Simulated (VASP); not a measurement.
Input of a VASP 6.6.1 run:

The input INCAR:

```
ALGO     = Normal         # electronic algorithm
EDIFF    = 1E-7           # SCF threshold, eV
ENCUT    = 520            # plane-wave cutoff, eV
GGA      = PE             # functional
ISIF     = 2              # what is computed and relaxed
ISMEAR   = -1             # smearing method
LASPH    = True           # aspherical terms in the spheres
LCHARG   = False          # write CHGCAR
LREAL    = False          # projectors in reciprocal space
LWAVE    = False          # write WAVECAR
NBANDS   = 43             # bands
NELM     = 60             # most SCF steps
PREC     = Accurate       # precision mode
SIGMA    = 0.025          # smearing width, eV
```

The input KPOINTS:

```
k-points
0
Gamma
  3 3 3
```

POSCAR

```
Na2PtCl6
1.0
    0.0000000000      4.7685210000      4.7685210000
    4.7685210000      0.0000000000      4.7685210000
    4.7685210000      4.7685210000      0.0000000000
Pt Na Cl
1 2 6
Direct
    0.0000000000      0.0000000000      0.0000000000
    0.2500000000      0.2500000000      0.2500000000
    0.7500000000      0.7500000000      0.7500000000
    0.7650000000      0.2350000000      0.2350000000
    0.2350000000      0.7650000000      0.2350000000
    0.2350000000      0.7650000000      0.7650000000
    0.7650000000      0.2350000000      0.7650000000
    0.2350000000      0.2350000000      0.7650000000
    0.7650000000      0.7650000000      0.2350000000
```

Potentials or basis: VASP PAW PBE potentials, release 64 (Pt, Na_pv, Cl).

The run is started by

```sh
$ cat potpaw_PBE.64/Pt/POTCAR potpaw_PBE.64/Na_pv/POTCAR potpaw_PBE.64/Cl/POTCAR > POTCAR
$ mpirun -np 1 vasp_std > vasp.out
```

**Question.** Estimate the largest force.

**Answer.** 1.622 eV/Å.

**Question.** Predict the pressure.

**Answer.** 5.6 GPa.

**Question.** What does it give for the band gap on the k mesh?

**Answer.** 2.51 eV, direct.

Forces on the atoms (eV/Å):
```
Pt   0.000  0.000  0.000
Na   0.000  0.000  0.000
Na   0.000  0.000  0.000
Cl   1.622  0.000  0.000
Cl   0.000  1.622  0.000
Cl  -1.622  0.000  0.000
Cl   0.000 -1.622  0.000
Cl   0.000  0.000  1.622
Cl   0.000  0.000 -1.622
```

Caveat: spin-orbit coupling is left out, which moves the levels of the heavy elements; an odd mesh through Γ misses points on the zone boundary, where band edges often lie; forces of over 1 eV/Å show positions far from the minimum, so gaps and moduli don't describe the material at rest.
